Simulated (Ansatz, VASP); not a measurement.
## Ni2SbTe in VASP and in Ansatz

```
CELL_PARAMETERS angstrom
4.01781 0.00000 0.00000
-2.00890 3.47952 0.00000
0.00000 0.00000 5.27196
ATOMIC_POSITIONS crystal
Te 0.33333 0.66667 0.00000
Sb 0.66667 0.33333 0.50000
Ni 0.00000 0.00000 0.25318
Ni 0.00000 0.00000 0.74682
```

Change from the starting cell: volume scaled by 1.04.

Alike in both runs: task single point; functional PBE; k mesh 8 × 8 × 5; occupations fermi-dirac, width 0.05 eV; collinear spin, ferromagnetic start.

|  | VASP | Ansatz |
| --- | --- | --- |
| version | VASP 6.6.1 | Ansatz 0.2.0 |
| potentials or method | VASP PAW PBE potentials, release 64 (Te, Sb, Ni) | Ansatz PAW |
| plane-wave cutoff (eV) | 520 | 420 |
| valence electrons in the cell | 31 | 67 |

```tsv
	VASP	Ansatz	Ansatz less VASP
gap on the k mesh at the Fermi level (eV)	none	none	-
pressure (GPa)	-1.6	-1.5	+0.10
largest component of the traceless stress (GPa)	0.36	0.42	+0.055
rms of the force components (eV/Å)	0.009	0.009	-0.0001
net moment per atom (μB)	0.00	0.00	0.000
```

Atom by atom the forces differ by 0.000 eV/Å (rms over components). A gap of «none» marks a metal or a gap that the smearing closes. The two sets of potentials don't hold the same shells in valence.

Caveats: the starting moments weren't kept (Ansatz). The runs have no spin-orbit coupling, so splittings on Sb, Te are missing.
